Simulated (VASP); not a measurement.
Method: rev-vdW-DF2, VASP's PBE PAW potentials (set 64) (plane waves; VASP).

The input files of a VASP run:

**POSCAR**
```
CaO
1
    0.0000000000     2.4005969086     2.4005969086
    2.4005969086     0.0000000000     2.4005969086
    2.4005969086     2.4005969086     0.0000000000
Ca O
1 1
Direct
  0.0000000000   0.0000000000   0.0000000000
  0.5000000000   0.5000000000   0.5000000000
```

**KPOINTS**
```
k-points along high-symmetry lines
15
Line-mode
Reciprocal
  0.000000   0.000000   0.000000 ! GAMMA
  0.500000   0.000000   0.500000 ! X

  0.500000   0.000000   0.500000 ! X
  0.625000   0.250000   0.625000 ! U

  0.375000   0.375000   0.750000 ! K
  0.000000   0.000000   0.000000 ! GAMMA

  0.000000   0.000000   0.000000 ! GAMMA
  0.500000   0.500000   0.500000 ! L

  0.500000   0.500000   0.500000 ! L
  0.500000   0.250000   0.750000 ! W

  0.500000   0.250000   0.750000 ! W
  0.500000   0.000000   0.500000 ! X
```

INCAR:
```
SYSTEM = CaO
PREC = Accurate
ENCUT = 520
EDIFF = 1E-7
NELM = 100
ALGO = Normal
LREAL = .FALSE.
LASPH = .TRUE.
ISMEAR = 0
SIGMA = 0.05
GGA = MK
PARAM1 = 0.1234568
PARAM2 = 0.7114
ZAB_VDW = -1.8867
LUSE_VDW = .TRUE.
AGGAC = 0.0
LWAVE = .FALSE.
LCHARG = .FALSE.
LORBIT = 11
ICHARG = 11
```

POTCAR, in this order: Ca_sv O (PBE.64 set). Program: vasp_std. Read from the step before: CHGCAR.

What VASP printed:

OSZICAR:
```
       N       E                     dE             d eps       ncg     rms          rms(c)
DAV:   1     0.128295992794E+03    0.12830E+03   -0.86367E+03  2160   0.135E+03
DAV:   2    -0.161357081455E+01   -0.12991E+03   -0.12236E+03  2440   0.331E+02
DAV:   3    -0.809232271404E+01   -0.64788E+01   -0.63258E+01  2756   0.719E+01
DAV:   4    -0.833764119367E+01   -0.24532E+00   -0.24508E+00  3236   0.127E+01
DAV:   5    -0.834079609735E+01   -0.31549E-02   -0.31545E-02  2588   0.148E+00
DAV:   6    -0.834090759478E+01   -0.11150E-03   -0.11150E-03  3080   0.182E-01
DAV:   7    -0.834090863230E+01   -0.10375E-05   -0.10376E-05  2740   0.202E-02
DAV:   8    -0.834090866397E+01   -0.31664E-07   -0.31642E-07  1936   0.238E-03
   1 F= -.83409087E+01 E0= -.83409087E+01  d E =-.436039E-25
```

OUTCAR:
```
 val. band max:        2.2187462373   @ k =   0.0000   0.0000   0.0000

 cond. band min:       5.8262101002   @ k =   0.5000   0.0000   0.5000



 k-point     1 :       0.0000    0.0000    0.0000
  band No.  band energies     occupation
      1     -35.2645      2.00000
      2     -16.1083      2.00000
      3     -16.1083      2.00000
      4     -16.1083      2.00000
      5     -13.2090      2.00000
      6       2.2187      2.00000
      7       2.2187      2.00000
      8       2.2187      2.00000
      9       6.9802      0.00000
     10       8.4142      0.00000
     11       8.4142      0.00000
     12       8.4142      0.00000

 k-point     2 :       0.0357    0.0000    0.0357
  band No.  band energies     occupation
      1     -35.2628      2.00000
      2     -16.1303      2.00000
      3     -16.1113      2.00000
      4     -16.1113      2.00000
      5     -13.1821      2.00000
      6       2.1265      2.00000
      7       2.2071      2.00000
      8       2.2071      2.00000
      9       7.0620      0.00000
     10       8.3656      0.00000
     11       8.4645      0.00000
     12       8.4645      0.00000

 k-point     3 :       0.0714    0.0000    0.0714
  band No.  band energies     occupation
      1     -35.2576      2.00000
      2     -16.1912      2.00000
      3     -16.1199      2.00000
      4     -16.1199      2.00000
      5     -13.1074      2.00000
      6       1.8821      2.00000
      7       2.1742      2.00000
      8       2.1742      2.00000
      9       7.2777      0.00000
     10       8.2267      0.00000
     11       8.6116      0.00000
     12       8.6116      0.00000

 k-point     4 :       0.1071    0.0000    0.1071
  band No.  band energies     occupation
      1     -35.2493      2.00000
      2     -16.2787      2.00000
      3     -16.1338      2.00000
      4     -16.1338      2.00000
      5     -13.0021      2.00000
      6       1.5557      2.00000
      7       2.1258      2.00000
...
```

The density is held fixed in this step, so its total energy and stress have no physical meaning.

The compound is CaO in the rock salt structure. It was relaxed first.
